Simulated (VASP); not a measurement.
# Ca7VO8 (Fm-3m) in VASP: further runs

Runs on Ca7VO8. Level: PBEsol+U. Tasks: single point.

Everything below comes from runs of VASP 6.6.1. Logs are shortened: lines on timing, memory, paths and dates and some standing lists are left out, and cuts for length are marked.

### Step 1. Starting point

The structure is cubic, space group Fm-3m (No. 225). Conventional cell: a = 9.630 Å, b = 9.630 Å, c = 9.630 Å, α = 90.00°, β = 90.00°, γ = 90.00°. V (site symmetry m-3m) is surrounded by 6 O at 2.36 Å. Ca (site symmetry mmm) has 6 O at 2.41 Å as nearest neighbours. Around Ca (site symmetry m-3m) lie 6 O at 2.46 Å. O (site symmetry -43m) has 6 Ca at 2.41 Å as nearest neighbours. O (site symmetry 4mm) has 1 V at 2.36 Å and 5 Ca at 2.41 to 2.46 Å as nearest neighbours.

### Step 2. Single point, PBEsol+U, collinear spin, typed start

Contents of INCAR:

```
SYSTEM = Ca7VO8
PREC = Accurate
ENCUT = 520
EDIFF = 1E-6
ISMEAR = 0
SIGMA = 0.05
LREAL = Auto
LASPH = .True.
NELM = 150
ALGO = Normal
ISIF = 2
LWAVE = .False.
LCHARG = .True.
ISPIN = 2
MAGMOM = 3 0 0 0 0 0 0 0 0 0 0 0 0 0 0 0
LORBIT = 11
LMAXMIX = 4
LDAU = .True.
LDAUTYPE = 2
LDAUL = 2 -1 -1
LDAUU = 3 0 0
LDAUJ = 0 0 0
LDAUPRINT = 1
GGA = PS
LELF = .True.
LVHAR = .True.
NBANDS = 84
```

Contents of KPOINTS:

```
regular mesh
0
Gamma
  3 3 3
  0 0 0
```

Contents of POSCAR:

```
Ca7VO8
1.0
    0.0000000000      4.8150000000      4.8150000000
    4.8150000000      0.0000000000      4.8150000000
    4.8150000000      4.8150000000      0.0000000000
V Ca O
1 7 8
Direct
    0.0000000000      0.0000000000      1.0000000000
    0.0000000000      0.0000000000      0.5000000000
    0.0000000000      0.5000000000      0.0000000000
    0.0000000000      0.5000000000      0.5000000000
    0.5000000000      0.0000000000      0.0000000000
    0.5000000000      0.0000000000      0.5000000000
    0.5000000000      0.5000000000      0.0000000000
    0.5000000000      0.5000000000      0.5000000000
    0.2500000000      0.2500000000      0.2500000000
    0.2450441814      0.2450441814      0.7549558186
    0.2450441814      0.7549558186      0.2450441814
    0.2450441814      0.7549558186      0.7549558186
    0.7549558186      0.2450441814      0.2450441814
    0.7549558186      0.2450441814      0.7549558186
    0.7549558186      0.7549558186      0.2450441814
    0.7500000000      0.7500000000      0.7500000000
```

Potentials or basis: VASP PAW PBE potentials, release 64 (V_sv, Ca_sv, O).

On the command line:

```bash
> cat potpaw_PBE.64/V_sv/POTCAR potpaw_PBE.64/Ca_sv/POTCAR potpaw_PBE.64/O/POTCAR > POTCAR
> mpirun -np 1 vasp_std > vasp.out
```

OUTCAR:

```text
SYSTEM = Ca7VO8
   PREC = Accurate
   ENCUT = 520
   EDIFF = 1E-6
   ISMEAR = 0
   LREAL = Auto
   LASPH = .True.
   NELM = 150
   ISIF = 2
   ISPIN = 2
   LORBIT = 11
   GGA = PS

 ion  position               nearest neighbor table
   1  0.000  0.000  0.000-  10 2.36  11 2.36  12 2.36  13 2.36  14 2.36  15 2.36
   2  0.000  0.000  0.500-   9 2.41  16 2.41  12 2.41  13 2.41  14 2.41  11 2.41
   3  0.000  0.500  0.000-   9 2.41  16 2.41  12 2.41  13 2.41  15 2.41  10 2.41
   4  0.000  0.500  0.500-   9 2.41  16 2.41  11 2.41  14 2.41  15 2.41  10 2.41
   5  0.500  0.000  0.000-   9 2.41  16 2.41  11 2.41  14 2.41  15 2.41  10 2.41
   6  0.500  0.000  0.500-   9 2.41  16 2.41  12 2.41  13 2.41  15 2.41  10 2.41
[... 8 lines left out ...]
  15  0.755  0.755  0.245-   1 2.36   3 2.41   4 2.41   5 2.41   6 2.41   8 2.46
  16  0.750  0.750  0.750-   2 2.41   3 2.41   4 2.41   5 2.41   6 2.41   7 2.41

  LATTYP: Found a face centered cubic cell.
 ALAT       =     9.6300000000

  Lattice vectors:

 A1 = (   0.0000000000,   4.8150000000,   4.8150000000)
 A2 = (   4.8150000000,   0.0000000000,   4.8150000000)
 A3 = (   4.8150000000,   4.8150000000,   0.0000000000)

Analysis of symmetry for initial positions (statically):
=====================================================================
 Subroutine PRICEL returns:
 Original cell was already a primitive cell.

 Routine SETGRP: Setting up the symmetry group for a
 face centered cubic supercell.

 Subroutine GETGRP returns: Found 48 space group operations
 (whereof 48 operations were pure point group operations)
 out of a pool of 48 trial point group operations.

The static configuration has the point symmetry O_h .

Analysis of symmetry for dynamics (positions and initial velocities):
=====================================================================
 Subroutine PRICEL returns:
 Original cell was already a primitive cell.

 Routine SETGRP: Setting up the symmetry group for a
 face centered cubic supercell.

 Subroutine GETGRP returns: Found 48 space group operations
 (whereof 48 operations were pure point group operations)
 out of a pool of 48 trial point group operations.

The dynamic configuration has the point symmetry O_h .

Analysis of structural, dynamic, and magnetic symmetry:
=====================================================================
 Subroutine PRICEL returns:
 Original cell was already a primitive cell.

 Routine SETGRP: Setting up the symmetry group for a
 face centered cubic supercell.

 Subroutine GETGRP returns: Found 48 space group operations
 (whereof 48 operations were pure point group operations)
 out of a pool of 48 trial point group operations.

The overall configuration has the point symmetry O_h .

 Subroutine INISYM returns: Found 48 space group operations
 (whereof 48 operations are pure point group operations),
 and found     1 'primitive' translations

----------------------------------------------------------------------------------------

                                     Primitive cell

  volume of cell :     223.2641

  direct lattice vectors                    reciprocal lattice vectors
     0.000000000  4.815000000  4.815000000    -0.103842160  0.103842160  0.103842160
     4.815000000  0.000000000  4.815000000     0.103842160 -0.103842160  0.103842160
     4.815000000  4.815000000  0.000000000     0.103842160  0.103842160 -0.103842160

  length of vectors
     6.809438303  6.809438303  6.809438303     0.179859897  0.179859897  0.179859897

  position of ions in fractional coordinates (direct lattice)
     0.000000000  0.000000000  0.000000000
     0.000000000  0.000000000  0.500000000
     0.000000000  0.500000000  0.000000000
     0.000000000  0.500000000  0.500000000
     0.500000000  0.000000000  0.000000000
     0.500000000  0.000000000  0.500000000
[... 8 lines left out ...]
     0.754955819  0.754955819  0.245044181
     0.750000000  0.750000000  0.750000000

  ion indices of the primitive-cell ions
   primitive index   ion index
                 1           1
                 2           2
                 3           3
                 4           4
                 5           5
                 6           6
[... 8 lines left out ...]
                15          15
                16          16

----------------------------------------------------------------------------------------

 KPOINTS: regular mesh

Automatic generation of k-mesh.
 Grid dimensions read from file:
 generate k-points for:    3    3    3

 Generating k-lattice:
[... 56 lines left out ...]
   ISMEAR =     0;   SIGMA  =   0.05  broadening in eV -4-tet -1-fermi 0-gaus
   EFERMI_NEDOS =   21; number of points for ismear=-14 and -15
   IALGO  =     38    algorithm
   IMIX   =      4    mixing-type and parameters
     AMIX     =   0.40;   BMIX     =  1.00
     AMIX_MAG =   1.60;   BMIX_MAG =  1.00
  volume/ion in A,a.u.               =      13.95        94.17
  Fermi-wavevector in a.u.,A,eV,Ry     =   1.370542  2.589949 25.556980  1.878385
  Thomas-Fermi vector in A             =   2.496319
   LORBIT       =     11    0 simple, 1 ext, 2 COOP (PROOUT), +10 PAW based schemes
 LDA+U is selected, type is set to LDAUTYPE =  2
   angular momentum for each species LDAUL =     2   -1   -1
   U (eV)           for each species LDAUU =   3.0  0.0  0.0
   J (eV)           for each species LDAUJ =   0.0  0.0  0.0
   GGA     = PS    functional components
   LHFCALC =     F    Hartree Fock is set to
   AEXX    =    0.0000 exact exchange contribution
   IVDW    =     0    specifies the selected vdW correction
   LEPSILON=     F    determine dielectric tensor
   LRPA    =     F    only Hartree local field effects (RPA)
 spin polarized calculation
 Gauss-broadening in eV      SIGMA  =   0.05
  energy-cutoff  :      520.00
  volume of cell :      223.26
 maximum number of plane-waves:      6046
 NGX is ok and might be reduce to    50
   NGX = 25   NGY = 25   NGZ = 25

atom =   1  type =  1  l = 2

 onsite density matrix

spin component  1

  0.8664  0.0000 -0.0000 -0.0000 -0.0000
  0.0000  0.8664 -0.0000  0.0000 -0.0000
 -0.0000 -0.0000  0.1027 -0.0000  0.0000
 -0.0000  0.0000 -0.0000  0.8664 -0.0000
 -0.0000 -0.0000  0.0000 -0.0000  0.1027

spin component  2

  0.0168  0.0000 -0.0000  0.0000  0.0000
  0.0000  0.0168  0.0000  0.0000  0.0000
 -0.0000  0.0000  0.0703 -0.0000  0.0000
  0.0000  0.0000 -0.0000  0.0168 -0.0000
  0.0000  0.0000  0.0000 -0.0000  0.0703

 occupancies and eigenvectors

  o =  0.0168  v =  0.0000  0.0000  0.0000  0.0000  0.0000  0.0000  0.9998 -0.0000 -0.0202 -0.0000      0.0000  0.0000  0.0000  0.0000  0.0000  0.0000  0.0000  0.0000  0.0000  0.0000
  o =  0.0168  v =  0.0000  0.0000  0.0000  0.0000  0.0000  0.0000  0.0202  0.0000  0.9998  0.0000      0.0000  0.0000  0.0000  0.0000  0.0000  0.0000  0.0000  0.0000  0.0000  0.0000
  o =  0.0168  v =  0.0000  0.0000  0.0000  0.0000  0.0000  1.0000  0.0000  0.0000  0.0000  0.0000      0.0000  0.0000  0.0000  0.0000  0.0000  0.0000  0.0000  0.0000  0.0000  0.0000
  o =  0.0703  v =  0.0000  0.0000  0.0000  0.0000  0.0000  0.0000 -0.0000 -0.0001  0.0000 -1.0000      0.0000  0.0000  0.0000  0.0000  0.0000  0.0000  0.0000  0.0000  0.0000  0.0000
  o =  0.0703  v =  0.0000  0.0000  0.0000  0.0000  0.0000  0.0000  0.0000  1.0000 -0.0000 -0.0001      0.0000  0.0000  0.0000  0.0000  0.0000  0.0000  0.0000  0.0000  0.0000  0.0000
  o =  0.1027  v =  0.0000  0.0000  0.0639 -0.0000 -0.9980  0.0000  0.0000  0.0000  0.0000  0.0000      0.0000  0.0000  0.0000  0.0000  0.0000  0.0000  0.0000  0.0000  0.0000  0.0000
  o =  0.1027  v =  0.0000 -0.0000  0.9980 -0.0000  0.0639  0.0000  0.0000  0.0000  0.0000  0.0000      0.0000  0.0000  0.0000  0.0000  0.0000  0.0000  0.0000  0.0000  0.0000  0.0000
  o =  0.8664  v =  0.0000  0.9995  0.0000 -0.0313  0.0000  0.0000  0.0000  0.0000  0.0000  0.0000      0.0000  0.0000  0.0000  0.0000  0.0000  0.0000  0.0000  0.0000  0.0000  0.0000
  o =  0.8664  v =  0.0000  0.0313  0.0000  0.9995 -0.0000  0.0000  0.0000  0.0000  0.0000  0.0000      0.0000  0.0000  0.0000  0.0000  0.0000  0.0000  0.0000  0.0000  0.0000  0.0000
  o =  0.8664  v =  1.0000  0.0000  0.0000  0.0000  0.0000  0.0000  0.0000  0.0000  0.0000  0.0000      0.0000  0.0000  0.0000  0.0000  0.0000  0.0000  0.0000  0.0000  0.0000  0.0000

 number of electron     131.0000008 magnetization       2.9999786

 Free energy of the ion-electron system (eV)
  ---------------------------------------------------
  ext. energy  EPLUGINS =         0.00000000
  ---------------------------------------------------
  free energy    TOTEN  =      -109.92945545 eV

  energy without entropy =     -109.92945545  energy(sigma->0) =     -109.92945545

 E-fermi :   4.1010     XC(G=0): -10.7408

 val. band max:        3.8362062466   @ k =  -0.3333   0.3333   0.0000
 cond. band min:       5.8540230723   @ k =   0.0000   0.0000   0.0000
 fundamental gap:      2.0178168256
 Fermi energy:         4.1009968151

 spin component 1

 k-point     1 :       0.0000    0.0000    0.0000
  band No.  band energies     occupation
      1     -59.9305      1.00000
      2     -35.6054      1.00000
      3     -35.0211      1.00000
      4     -34.9532      1.00000
      5     -34.9532      1.00000
      6     -34.9532      1.00000
[... 309 lines left out ...]
     76       8.6727      0.00000
     77       8.7593      0.00000
 Fermi energy:         4.1009968151

 spin component 2

 k-point     1 :       0.0000    0.0000    0.0000
  band No.  band energies     occupation
      1     -57.3633      1.00000
      2     -35.6040      1.00000
      3     -35.0180      1.00000
      4     -34.9501      1.00000
      5     -34.9501      1.00000
      6     -34.9501      1.00000
[... 309 lines left out ...]
     76       8.8963      0.00000
     77       8.9847      0.00000
 [bands above 77 left out]

------------------------ aborting loop because EDIFF is reached ----------------------------------------

  FORCE on cell =-STRESS in cart. coord.  units (eV):
  Direction    XX          YY          ZZ          XY          YZ          ZX
  --------------------------------------------------------------------------------------
  -------------------------------------------------------------------------------------
  Total       -9.3529424     -9.3529424     -9.3529424     -0.0000000     -0.0000000      0.0000000
  in kB      -67.1181491    -67.1181491    -67.1181491     -0.0000000     -0.0000000      0.0000000
  external PRESSURE =     -67.1181491 kB  Pullay stress =       0.0000000 kB

 VOLUME and BASIS-vectors are now :
 -----------------------------------------------------------------------------
  energy-cutoff  :      520.00
  volume of cell :      223.26
      direct lattice vectors                 reciprocal lattice vectors
     0.000000000  4.815000000  4.815000000    -0.103842160  0.103842160  0.103842160
     4.815000000  0.000000000  4.815000000     0.103842160 -0.103842160  0.103842160
     4.815000000  4.815000000  0.000000000     0.103842160  0.103842160 -0.103842160

 POSITION                                       TOTAL-FORCE (eV/Angst)
 -----------------------------------------------------------------------------------
      0.00000      0.00000      0.00000         0.000000      0.000000      0.000000
      2.40750      2.40750      0.00000         0.000000      0.000000      0.000000
      2.40750      0.00000      2.40750         0.000000     -0.000000      0.000000
      4.81500      2.40750      2.40750        -0.000000     -0.000000      0.000000
      0.00000      2.40750      2.40750         0.000000      0.000000      0.000000
      2.40750      4.81500      2.40750         0.000000     -0.000000      0.000000
[... 8 lines left out ...]
      4.81500      4.81500      7.27022         0.000000      0.000000      0.014939
      7.22250      7.22250      7.22250        -0.000000     -0.000000      0.000000
 -----------------------------------------------------------------------------------
    total drift:                                0.000000      0.000000      0.000000

  FREE ENERGIE OF THE ION-ELECTRON SYSTEM (eV)
  ---------------------------------------------------
  free  energy   TOTEN  =      -109.9294554497 eV

  energy  without entropy=     -109.9294554497  energy(sigma->0) =     -109.92945545

 total charge

# of ion       s       p       d       tot
------------------------------------------
    1        2.140   6.087   2.977  11.203
    2        2.040   5.876   0.299   8.215
    3        2.040   5.876   0.299   8.215
    4        2.040   5.876   0.299   8.215
    5        2.040   5.876   0.299   8.215
    6        2.040   5.876   0.299   8.215
[... 8 lines left out ...]
   15        1.543   3.414   0.000   4.957
   16        1.545   3.428   0.000   4.973
--------------------------------------------------
tot         28.768  74.548   5.050 108.366

 magnetization (x)

# of ion       s       p       d       tot
------------------------------------------
    1        0.020   0.015   2.602   2.637
    2        0.000  -0.000   0.004   0.004
    3        0.000  -0.000   0.004   0.004
    4        0.000  -0.000   0.004   0.004
    5        0.000  -0.000   0.004   0.004
    6        0.000  -0.000   0.004   0.004
[... 8 lines left out ...]
   15       -0.001  -0.004   0.000  -0.004
   16       -0.000   0.000   0.000   0.000
--------------------------------------------------
tot          0.016  -0.010   2.632   2.639
```

Wall time 6.2 min (1 thread of AMD EPYC 9R45 (Zen 5), shared host); peak memory 0.53 GiB.

Results:

| Property | Result |
| --- | --- |
| Free energy | -109.9295 eV |
| Pressure | -6.7 GPa |
| Largest force | 0.015 eV/Å |
| Band gap on the k mesh | 2.02 eV, indirect (least direct gap 2.37 eV) |
| Net moment | 3.00 μB per cell |
| Site moments | V +2.64; Ca +0.00; O +0.00, -0.00 μB |
| Valence electrons inside the program's atomic spheres | V 11.20; Ca 8.21, 8.18; O 4.97, 4.96 |

Forces on the atoms (eV/Å):
```
V    0.000  0.000  0.000
Ca   0.000  0.000  0.000
Ca   0.000  0.000  0.000
Ca   0.000  0.000  0.000
Ca   0.000  0.000  0.000
Ca   0.000  0.000  0.000
Ca   0.000  0.000  0.000
Ca   0.000  0.000  0.000
O    0.000  0.000  0.000
O    0.000  0.000 -0.015
O    0.000 -0.015  0.000
O    0.015  0.000  0.000
O   -0.015  0.000  0.000
O    0.000  0.015  0.000
O    0.000  0.000  0.015
O    0.000  0.000  0.000
```

Levels at points of the mesh, in eV from the valence-band top:
Spin up:
| k point | band 65 | band 66 | band 67 | band 68 | band 69 | band 70 |
| --- | --- | --- | --- | --- | --- | --- |
| (0.00, 0.00, 0.00) | -0.35 | -0.35 | -0.35 | 2.48 | 2.59 | 2.59 |
Spin down:
```tsv
k point	band 61	band 62	band 63	band 64	band 65	band 66	band 67	band 68
(0.00, 0.00, 0.00)	-1.94	-1.56	-1.56	-1.56	2.02	2.02	2.02	2.73
```

Eigenvalues of the final occupation matrices:
| site | spin | trace | eigenvalues |
| --- | --- | --- | --- |
| site 1 d | 1 | 2.80 | 0.10 0.10 0.87 0.87 0.87 |
| site 1 d | 2 | 0.19 | 0.02 0.02 0.02 0.07 0.07 |

Caveat: the PAW data sets were made with another functional, which shifts forces and pressure a little; an odd mesh through Γ misses points on the zone boundary, where band edges often lie.

(Part 1 of 2 ends here.)
